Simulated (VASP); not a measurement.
All values below come from r2SCAN meta-GGA, VASP's PBE PAW potentials (set 64) (plane waves; VASP).

VASP ran on this input.

### POSCAR
```
Al
2.8711820
  0.0000000000   0.7071068693   0.7071068693
  0.7071068693   0.0000000000   0.7071068693
  0.7071068693   0.7071068693   0.0000000000
Al
1
direct
  0.0000000000   0.0000000000   0.0000000000
```

### INCAR
```
ALGO=Normal
EDIFF=1E-7
ENCUT=520
ISIF=2
ISMEAR=1
LASPH=.True.
LCHARG=.False.
LMIXTAU=.True.
LREAL=.False.
LWAVE=.False.
METAGGA=R2SCAN
NELM=100
PREC=Accurate
SIGMA=0.1
SYSTEM=Al
```

KPOINTS:
```
Automatic mesh
0
Gamma
16 16 16
0 0 0
```

POTCAR, in this order: Al (PBE.64 set). Program: vasp_std.

### Question
What does the run give for the energy per atom (σ→0), pressure, band gap (on the k-mesh)?

### Answer

```json
{
 "energy per atom (σ→0)": "-6.731 eV/atom",
 "band gap (on the k-mesh)": "none (metal, semimetal or under 0.01 eV)",
 "pressure": "-4.36 GPa"
}
```

OSZICAR:
```
...
DAV:  17    -0.673112237691E+01   -0.32250E-05   -0.55382E-06  1770   0.219E-02    0.273E-02
DAV:  18    -0.673111964962E+01    0.27273E-05   -0.71016E-07  1695   0.101E-02    0.187E-02
DAV:  19    -0.673112693886E+01   -0.72892E-05   -0.44436E-06  1740   0.210E-02    0.269E-03
DAV:  20    -0.673112709618E+01   -0.15732E-06   -0.34152E-07  1615   0.603E-03    0.521E-03
DAV:  21    -0.673112681220E+01    0.28398E-06   -0.28626E-08   815   0.193E-03    0.425E-03
DAV:  22    -0.673112662081E+01    0.19139E-06   -0.16416E-08   750   0.152E-03    0.216E-03
DAV:  23    -0.673112663193E+01   -0.11122E-07   -0.58195E-09   755   0.844E-04
   1 F= -.67311266E+01 E0= -.67312233E+01  d E =0.290007E-03
```

The compound is Al in the fcc structure. This cell is one point of a volume scan, at 1.06 of the reference volume.
